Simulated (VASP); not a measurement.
Here is a VASP 6.6.1 calculation.

Contents of INCAR:

```
SYSTEM = BeCdO2
PREC = Normal
ENCUT = 520
EDIFF = 1E-4
ISMEAR = 0
SIGMA = 0.15
LREAL = Auto
LASPH = .TRUE.
NELM = 60
ALGO = Fast
ISIF = 3
LWAVE = .FALSE.
LCHARG = .FALSE.
GGA = PE
IBRION = 2
NSW = 24
EDIFFG = -0.08
```

The input KPOINTS:

```
regular mesh
0
G
  3 3 2
  0 0 0
```

POSCAR

```
BeCdO2
1.0
    5.3800000000      0.0000000000      0.0000000000
    0.0000000000      5.3800000000      0.0000000000
    0.0000000000      0.0000000000      6.5300000000
Be Cd O
4 4 8
Direct
    0.1760000000      0.1760000000      0.0000000000
    0.6760000000      0.3240000000      0.7500000000
    0.3240000000      0.6760000000      0.2500000000
    0.8240000000      0.8240000000      0.5000000000
    0.3130000000      0.6870000000      0.7500000000
    0.1870000000      0.1870000000      0.5000000000
    0.8130000000      0.8130000000      0.0000000000
    0.6870000000      0.3130000000      0.2500000000
    0.2900000000      0.3380000000      0.2280000000
    0.3380000000      0.2900000000      0.7720000000
    0.8380000000      0.2100000000      0.9780000000
    0.7900000000      0.1620000000      0.5220000000
    0.2100000000      0.8380000000      0.0220000000
    0.1620000000      0.7900000000      0.4780000000
    0.6620000000      0.7100000000      0.2720000000
    0.7100000000      0.6620000000      0.7280000000
```

Potentials or basis: VASP PAW PBE potentials, release 64 (Be, Cd, O).

Command:

```console
$ cat potpaw_PBE.64/Be/POTCAR potpaw_PBE.64/Cd/POTCAR potpaw_PBE.64/O/POTCAR > POTCAR
$ mpirun -np 4 vasp_std > vasp.out
```

(1) What does it give for the space group after relaxing (to 0.05 Å)?

(2) What does it give for the relaxed cell?

(3) What does it give for the band gap on the k mesh?

(4) Predict the relaxed volume.

Results:

(1) P4_12_12 (No. 92).

(2) a = 5.210 Å, b = 5.210 Å, c = 6.537 Å, α = 90.00°, β = 90.00°, γ = 90.00°.

(3) 1.36 eV, direct.

(4) 11.09 Å³/atom.

Caveat: the k mesh is coarse (spacing up to 0.48 Å⁻¹), so the values aren't converged.
